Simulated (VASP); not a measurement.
## CdSe with PBE: from relaxation to properties

Aim: relax CdSe, then compute properties on the relaxed cell. The steps: relaxing cell and atoms (PBE), second relaxation, density, ELF and potential (PBE), band structure (PBE), density of states (PBE), volume scan with PBE, fit for PBE and vibrations at Γ (PBE). The start is a computed cell from the Materials Project.

Program: VASP 6.6.1. Level of theory: PBE; plane waves and PAW (Cd, Se). Results are calculated unless marked as measured.

## (1) Set-up

Before any relaxation, the start is as follows. It takes space group F-43m (No. 216, cubic). The conventional cell has a = 6.141 Å, b = 6.141 Å, c = 6.141 Å, α = 90.00°, β = 90.00°, γ = 90.00°. Nearest to Cd lie 4 Se at 2.66 Å. Nearest to Se lie 4 Cd at 2.66 Å. Farther neighbours and most contacts between anions are not listed.

Structure file:

```xyz
2
Lattice="0.0000 3.0703 3.0703 3.0703 0.0000 3.0703 3.0703 3.0703 0.0000" Properties=species:S:1:pos:R:3 pbc="T T T"
Cd    0.0000    0.0000    0.0000
Se    4.6054    4.6054    4.6054
```

## (2) Relaxing cell and atoms (PBE)

The start need not lie at this functional's minimum. ISIF = 3 frees volume, shape and positions, and EDIFFG sets the threshold on forces and stress at which the search stops. PBE, the usual starting point, adds the gradient of the density.

INCAR

```
SYSTEM = CdSe
PREC = Accurate
ENCUT = 400
EDIFF = 1E-06
NELM = 100
ISMEAR = 0
SIGMA = 0.05
LREAL = .FALSE.
ALGO = Normal
GGA = PE
NBANDS = 15
LORBIT = 11
LWAVE = .FALSE.
LCHARG = .FALSE.
KPAR = 2
IBRION = 2
NSW = 60
ISIF = 3
EDIFFG = -0.01
```

POSCAR

```
CdSe
1.0
    0.0000000000      3.0702711986      3.0702711986
    3.0702711986      0.0000000000      3.0702711986
    3.0702711986      3.0702711986      0.0000000000
Cd Se
1 1
Direct
    0.0000000000      0.0000000000      0.0000000000
    0.7500000000      0.7500000000      0.7500000000
```

KPOINTS

```
Automatic mesh
0
Gamma
6 6 6
0 0 0
```

PAW data sets: Cd and Se (PBE family, release 64).

Started as:

```sh
$ mpirun -np 2 vasp_std
```

Log:

```text
[banner, memory and clock lines left out]
running    2 mpi-ranks, on    1 nodes
 distrk:  each k-point on    1 cores,    2 groups
 distr:  one band on    1 cores,    1 groups

 POSCAR found type information on POSCAR CdSe
 POSCAR found :  2 types and       2 ions
 LDA part: xc-table for (Slater+PW92), standard interpolation
 POSCAR, INCAR and KPOINTS ok, starting setup
 FFT: planning ... GRIDC
 FFT: planning ... GRID_SOFT
 FFT: planning ... GRID
 WAVECAR not read
 entering main loop
       N       E                     dE             d eps       ncg     rms          rms(c)
DAV:   1     0.908731759554E+02    0.90873E+02   -0.76993E+03   496   0.877E+02
DAV:   2    -0.271752192059E+01   -0.93591E+02   -0.90357E+02   571   0.239E+02
DAV:   3    -0.585364052016E+01   -0.31361E+01   -0.31321E+01   578   0.460E+01
DAV:   4    -0.586611630569E+01   -0.12476E-01   -0.12475E-01   578   0.278E+00
DAV:   5    -0.586619943941E+01   -0.83134E-04   -0.83134E-04   627   0.203E-01    0.590E+00
DAV:   6    -0.550386836266E+01    0.36233E+00   -0.57129E-01   655   0.920E+00    0.470E+00
DAV:   7    -0.548189461315E+01    0.21974E-01   -0.14854E-01   508   0.266E+00    0.205E+00
DAV:   8    -0.548273345973E+01   -0.83885E-03   -0.13426E-02   571   0.148E+00    0.247E-01
DAV:   9    -0.548291629582E+01   -0.18284E-03   -0.15414E-03   515   0.521E-01    0.466E-02
DAV:  10    -0.548298755436E+01   -0.71259E-04   -0.17867E-04   578   0.175E-01    0.444E-02
DAV:  11    -0.548303623556E+01   -0.48681E-04   -0.84120E-05   494   0.599E-02    0.162E-02
DAV:  12    -0.548303578763E+01    0.44793E-06   -0.31713E-06   648   0.231E-02
   1 F= -.54830358E+01 E0= -.54830358E+01  d E =-.548304E+01
 curvature:   0.00 expect dE= 0.000E+00 dE for cont linesearch  0.000E+00
 trial: gam= 0.00000 g(F)=  0.179E-45 g(S)=  0.139E-01 ort = 0.000E+00 (trialstep = 0.100E+01)
 search vector abs. value=  0.139E-01
 bond charge predicted
       N       E                     dE             d eps       ncg     rms          rms(c)
DAV:   1    -0.565196096196E+01   -0.16892E+00   -0.32424E+00   508   0.216E+01    0.327E+00
DAV:   2    -0.550648996558E+01    0.14547E+00   -0.32077E-01   515   0.799E+00    0.109E+00
DAV:   3    -0.548989748755E+01    0.16592E-01   -0.36198E-02   571   0.202E+00    0.964E-01
DAV:   4    -0.548784754336E+01    0.20499E-02   -0.28498E-03   487   0.399E-01    0.188E-01
DAV:   5    -0.548774834604E+01    0.99197E-04   -0.42438E-04   557   0.271E-01    0.321E-02
DAV:   6    -0.548774698615E+01    0.13599E-05   -0.72479E-05   522   0.108E-01    0.192E-02
DAV:   7    -0.548775160972E+01   -0.46236E-05   -0.68114E-06   487   0.198E-02    0.724E-03
DAV:   8    -0.548775136224E+01    0.24748E-06   -0.10224E-06   359   0.140E-02
   2 F= -.54877514E+01 E0= -.54877514E+01  d E =-.471557E-02
 trial-energy change:   -0.004716  1 .order   -0.004921   -0.013931    0.004089
 step:   0.7606(harm=  0.7731)  dis= 0.00000  next Energy=    -5.488244 (dE=-0.521E-02)
 bond charge predicted
       N       E                     dE             d eps       ncg     rms          rms(c)
DAV:   1    -0.549777312721E+01   -0.10022E-01   -0.18423E-01   508   0.504E+00    0.721E-01
DAV:   2    -0.548919996698E+01    0.85732E-02   -0.19586E-02   522   0.199E+00    0.233E-01
DAV:   3    -0.548830881276E+01    0.89115E-03   -0.21111E-03   571   0.469E-01    0.202E-01
DAV:   4    -0.548823094018E+01    0.77873E-04   -0.15675E-04   480   0.104E-01    0.340E-02
DAV:   5    -0.548823000423E+01    0.93594E-06   -0.21645E-05   578   0.637E-02    0.122E-02
DAV:   6    -0.548823099963E+01   -0.99539E-06   -0.42193E-06   508   0.260E-02
   3 F= -.54882310E+01 E0= -.54882310E+01  d E =-.519521E-02
 curvature:  -0.39 expect dE=-0.248E-06 dE for cont linesearch -0.248E-06
 trial: gam= 0.00000 g(F)=  0.284E-45 g(S)=  0.644E-06 ort =-0.947E-04 (trialstep = 0.952E+00)
 search vector abs. value=  0.644E-06
 reached required accuracy - stopping structural energy minimisation
```

Elapsed: 10 s, on 2 MPI ranks of Intel Xeon Platinum 8259CL at 2.50GHz (Skylake/Cascade Lake), shared host; peak memory 0.3 GiB; 19 s of CPU time.

Lines that name or quote the potential files are left out of all logs, and their timing lines are given in words.

OUTCAR, selected parts (step 2):

```text
ion  position               nearest neighbor table
   1  0.000  0.000  0.000-   2 2.66   2 2.66   2 2.66   2 2.66
   2  0.750  0.750  0.750-   1 2.66   1 2.66   1 2.66   1 2.66

  LATTYP: Found a face centered cubic cell.
 ALAT       =     6.1405423972

 Subroutine GETGRP returns: Found 24 space group operations
 (whereof 24 operations were pure point group operations)

The static configuration has the point symmetry T_d .

 Found     16 irreducible k-points:

   k-points           NKPTS =     16   k-points in BZ     NKDIM =     16   number of bands    NBANDS=     15

   dimension x,y,z NGX =    28 NGY =   28 NGZ =   28
   dimension x,y,z NGXF=    56 NGYF=   56 NGZF=   56

   ENCUT  =  400.0 eV  29.40 Ry    5.42 a.u.   7.08  7.08  7.08*2*pi/ulx,y,z

   NELECT =      18.0000    total number of electrons

 k-points in reciprocal lattice and weights: Automatic mesh
   0.00000000  0.00000000  0.00000000       0.005
   0.16666667  0.00000000  0.00000000       0.037
   0.33333333  0.00000000  0.00000000       0.037
   0.50000000  0.00000000  0.00000000       0.019
   0.16666667  0.16666667  0.00000000       0.028
   0.33333333  0.16666667  0.00000000       0.111
   0.50000000  0.16666667  0.00000000       0.111
  -0.33333333  0.16666667  0.00000000       0.111
  -0.16666667  0.16666667  0.00000000       0.056
[...]
-0.33333333  0.33333333  0.16666667       0.111
  -0.33333333  0.50000000  0.16666667       0.056

 average (electrostatic) potential at core
       1 -40.2908       2 -56.7457

 E-fermi :   0.7975

 k-point     1 :       0.0000    0.0000    0.0000
  band No.  band energies     occupation
    ...
      5      -6.9101      2.00000
      6      -6.9101      2.00000
      7       0.5426      2.00000
      8       0.5426      2.00000
      9       0.5426      2.00000
     10       1.0380      0.00000
     11       6.4672      0.00000
     12       6.4672      0.00000
     13       6.4672      0.00000
     14      10.1123      0.00000
    ...

 k-point     2 :       0.1667    0.0000    0.0000
  band No.  band energies     occupation
    ...
      5      -6.9105      2.00000
      6      -6.9105      2.00000
      7      -1.0985      2.00000
      8       0.3535      2.00000
      9       0.3535      2.00000
     10       2.3425      0.00000
     11       6.2076      0.00000
     12       6.7697      0.00000
     13       6.7697      0.00000
     14      10.6011      0.00000
    ...

 k-point     3 :       0.3333    0.0000    0.0000
  band No.  band energies     occupation
    ...
      5      -6.9017      2.00000
      6      -6.8821      2.00000
      7      -2.7761      2.00000
      8       0.0175      2.00000
      9       0.0175      2.00000
     10       2.8648      0.00000
     11       6.9816      0.00000
     12       7.0136      0.00000
     13       7.0136      0.00000
     14      10.3110      0.00000
    ...

  Total       -0.0029840     -0.0029840     -0.0029840      0.0000000     -0.0000000      0.0000000
  in kB       -0.0806314     -0.0806314     -0.0806314      0.0000000     -0.0000000      0.0000000
  external PRESSURE =      -0.0806314 kB  Pullay stress =       0.0000000 kB

  energy-cutoff  :      400.00
  volume of cell :       59.29
      direct lattice vectors                 reciprocal lattice vectors
    -0.000000000  3.094987367  3.094987367    -0.161551548  0.161551548  0.161551548
     3.094987367 -0.000000000  3.094987367     0.161551548 -0.161551548  0.161551548
     3.094987367  3.094987367  0.000000000     0.161551548  0.161551548 -0.161551548

 POSITION                                       TOTAL-FORCE (eV/Angst)
 -----------------------------------------------------------------------------------
      0.00000      0.00000      0.00000        -0.000000      0.000000      0.000000
      4.64248      4.64248      4.64248         0.000000     -0.000000     -0.000000
 -----------------------------------------------------------------------------------
    total drift:                                0.000001      0.000001      0.000001

  FREE ENERGIE OF THE ION-ELECTRON SYSTEM (eV)
  ---------------------------------------------------
  free  energy   TOTEN  =        -5.4882309996 eV

  energy  without entropy=       -5.4882309996  energy(sigma->0) =       -5.48823100

 reached required accuracy - stopping structural energy minimisation

 total charge
# of ion       s       p       d       tot
------------------------------------------
    1        0.437   0.287   9.550  10.273
    2        1.445   2.371   0.019   3.835
--------------------------------------------------
tot          1.882   2.658   9.568  14.108

[... 3 further parts left out ...]
```

CONTCAR:

```
CdSe
   1.00000000000000
    -0.0000000000000000    3.0949873672479917    3.0949873672479917
     3.0949873672479917   -0.0000000000000000    3.0949873672479917
     3.0949873672479917    3.0949873672479917    0.0000000000000000
  Cd              Se
     1     1
Direct
     0.0000000000000000    0.0000000000000000    0.0000000000000000
     0.7500000000000000    0.7500000000000000    0.7500000000000000
```

The gap is read on the k-mesh alone, so it is an upper bound where the band edges lie off the mesh. The run keeps the 24 symmetry operations of its start, so it cannot find a distortion of lower symmetry.

Relaxation path:

| step | energy less that of the first step (eV) | largest force (eV/Å) | pressure (GPa) | volume (Å³) |
| --- | --- | --- | --- | --- |
| 1 | 0.0000 | 0.0000 | 1.21 | 57.88 |
| 2 | -0.0047 | 0.0000 | -0.35 | 59.74 |
| 3 | -0.0052 | 0.0000 | -0.01 | 59.29 |

| conventional cell, symmetrised | before | after | change |
| --- | --- | --- | --- |
| a (Å) | 6.141 | 6.190 | +0.8 % |
| b (Å) | 6.141 | 6.190 | +0.8 % |
| c (Å) | 6.141 | 6.190 | +0.8 % |
| volume (Å³/atom) | 28.94 | 29.65 | +2.4 % |

Final coordinates:

```xyz
2
Lattice="0.0000 3.0950 3.0950 3.0950 0.0000 3.0950 3.0950 3.0950 0.0000" Properties=species:S:1:pos:R:3 pbc="T T T"
Cd    0.0000    0.0000    0.0000
Se    4.6425    4.6425    4.6425
```

Numbers from this step:

| Item | Value |
| --- | --- |
| electrons | 18 |
| bands | 15 |
| irreducible k-points | 16 |
| symmetry operations | 24 |
| free energy (TOTEN) | -5.488 eV |
| Fermi energy | 0.7975 eV |
| pressure | -0.008063 GPa |
| metallic | no |
| valence top at k | 0, 0, 0 |
| conduction bottom at k | 0, 0, 0 |
| least direct gap at k | 0, 0, 0 |
| SCF cycles over all ionic steps | 26 |
| gap on the k-mesh | 0.4954 eV |
| least direct gap on the k-mesh | 0.4954 eV |

It ends with forces that vanish by symmetry and a pressure of -0.01 GPa.

## (3) Second relaxation

A relaxation keeps the plane waves of the cell it began with, so it is repeated from the new cell, on a basis made for it.

INCAR is that of step 2.

POSCAR

```
CdSe
1.0
    0.0000000000      3.0949873672      3.0949873672
    3.0949873672      0.0000000000      3.0949873672
    3.0949873672      3.0949873672      0.0000000000
Cd Se
1 1
Direct
    0.0000000000      0.0000000000      0.0000000000
    0.7500000000      0.7500000000      0.7500000000
```

KPOINTS is that of step 2.

Started as:

```sh
$ mpirun -np 2 vasp_std
```

Log:

```text
[... set-up lines as in an earlier step ...]
 entering main loop
       N       E                     dE             d eps       ncg     rms          rms(c)
DAV:   1     0.919871897121E+02    0.91987E+02   -0.76041E+03   496   0.867E+02
DAV:   2    -0.243130617741E+01   -0.94418E+02   -0.89833E+02   578   0.234E+02
DAV:   3    -0.586598015210E+01   -0.34347E+01   -0.34305E+01   571   0.480E+01
DAV:   4    -0.587946083631E+01   -0.13481E-01   -0.13480E-01   578   0.296E+00
DAV:   5    -0.587954787721E+01   -0.87041E-04   -0.87040E-04   599   0.208E-01    0.561E+00
DAV:   6    -0.551198742209E+01    0.36756E+00   -0.58245E-01   654   0.906E+00    0.451E+00
DAV:   7    -0.549070126372E+01    0.21286E-01   -0.14612E-01   529   0.261E+00    0.199E+00
DAV:   8    -0.549151734680E+01   -0.81608E-03   -0.12709E-02   557   0.143E+00    0.243E-01
DAV:   9    -0.549172066497E+01   -0.20332E-03   -0.15156E-03   529   0.502E-01    0.477E-02
DAV:  10    -0.549179442989E+01   -0.73765E-04   -0.17693E-04   578   0.171E-01    0.449E-02
DAV:  11    -0.549184495540E+01   -0.50526E-04   -0.87748E-05   515   0.608E-02    0.169E-02
DAV:  12    -0.549184434862E+01    0.60679E-06   -0.28655E-06   582   0.207E-02
   1 F= -.54918443E+01 E0= -.54918443E+01  d E =-.549184E+01
 curvature:   0.00 expect dE= 0.000E+00 dE for cont linesearch  0.000E+00
 trial: gam= 0.00000 g(F)=  0.566E-45 g(S)=  0.110E-04 ort = 0.000E+00 (trialstep = 0.100E+01)
 search vector abs. value=  0.110E-04
 reached required accuracy - stopping structural energy minimisation
```

Elapsed: 6 s, on 2 MPI ranks; peak memory 0.31 GiB; 11 s of CPU time.

From OUTCAR (step 3):

```text
  LATTYP: Found a face centered cubic cell.
 ALAT       =     6.1899747344

The static configuration has the point symmetry T_d .

 Found     16 irreducible k-points:

   dimension x,y,z NGX =    30 NGY =   30 NGZ =   30
   dimension x,y,z NGXF=    60 NGYF=   60 NGZF=   60

   ENCUT  =  400.0 eV  29.40 Ry    5.42 a.u.   7.14  7.14  7.14*2*pi/ulx,y,z

   NELECT =      18.0000    total number of electrons

 E-fermi :   0.7970

 k-point     1 :       0.0000    0.0000    0.0000
  band No.  band energies     occupation
    ...
      5      -6.9115      2.00000
      6      -6.9115      2.00000
      7       0.5420      2.00000
      8       0.5420      2.00000
      9       0.5420      2.00000
     10       1.0373      0.00000
     11       6.4672      0.00000
     12       6.4672      0.00000
     13       6.4672      0.00000
     14      10.1107      0.00000
    ...

 k-point     2 :       0.1667    0.0000    0.0000
  band No.  band energies     occupation
    ...
      5      -6.9122      2.00000
      6      -6.9122      2.00000
      7      -1.0991      2.00000
      8       0.3529      2.00000
      9       0.3529      2.00000
     10       2.3419      0.00000
     11       6.2070      0.00000
     12       6.7696      0.00000
     13       6.7696      0.00000
     14      10.6006      0.00000
    ...

  Total        0.0123540      0.0123540      0.0123540      0.0000000      0.0000000      0.0000000
  in kB        0.3338194      0.3338194      0.3338194      0.0000000      0.0000000      0.0000000
  external PRESSURE =       0.3338194 kB  Pullay stress =       0.0000000 kB

  energy-cutoff  :      400.00
  volume of cell :       59.29
      direct lattice vectors                 reciprocal lattice vectors
     0.000000000  3.094987367  3.094987367    -0.161551548  0.161551548  0.161551548
     3.094987367  0.000000000  3.094987367     0.161551548 -0.161551548  0.161551548
     3.094987367  3.094987367  0.000000000     0.161551548  0.161551548 -0.161551548

 POSITION                                       TOTAL-FORCE (eV/Angst)
 -----------------------------------------------------------------------------------
      0.00000      0.00000      0.00000         0.000000      0.000000      0.000000
      4.64248      4.64248      4.64248        -0.000000     -0.000000     -0.000000
 -----------------------------------------------------------------------------------
    total drift:                                0.000001      0.000001      0.000001

  FREE ENERGIE OF THE ION-ELECTRON SYSTEM (eV)
  ---------------------------------------------------
  free  energy   TOTEN  =        -5.4918443486 eV

  energy  without entropy=       -5.4918443486  energy(sigma->0) =       -5.49184435

 total charge
# of ion       s       p       d       tot
------------------------------------------
    1        0.437   0.287   9.551  10.274
    2        1.445   2.371   0.019   3.835
--------------------------------------------------
tot          1.882   2.658   9.569  14.110

[... 4 parts as in an earlier step ...]

[... 6 further parts left out ...]
```

Little changed from the start: no atom moved by 0.005 Å and no cell edge by 0.1 %.

This step gave:

```yaml
free_energy_toten: -5.492 eV
fermi_energy: 0.797 eV
pressure: 0.03338 GPa
scf_cycles_over_all_ionic_steps: 12
gap_on_the_k_mesh: 0.4953 eV
least_direct_gap_on_the_k_mesh: 0.4953 eV
```

It ends with forces that vanish by symmetry and a pressure of 0.03 GPa. The volume moved by under 0.01 %: the run met its threshold at the first step.

[end of part 1 of 4]

[Lines on the potential files, build, host, timing and source positions are cut from VASP's logs without a mark.]

[Logs are printed without paths, hosts, clocks, repeated set-up lines and the standing remarks that a program may print on its own settings, such as how far it seeks lower states.]

[Hosts, paths, dates, database ids (printed as entryN), source tags and the programs' standing remarks are cut or masked in the printed files.]

[A measured line is paired with the nearest computed mode of its activity, which favours agreement.]
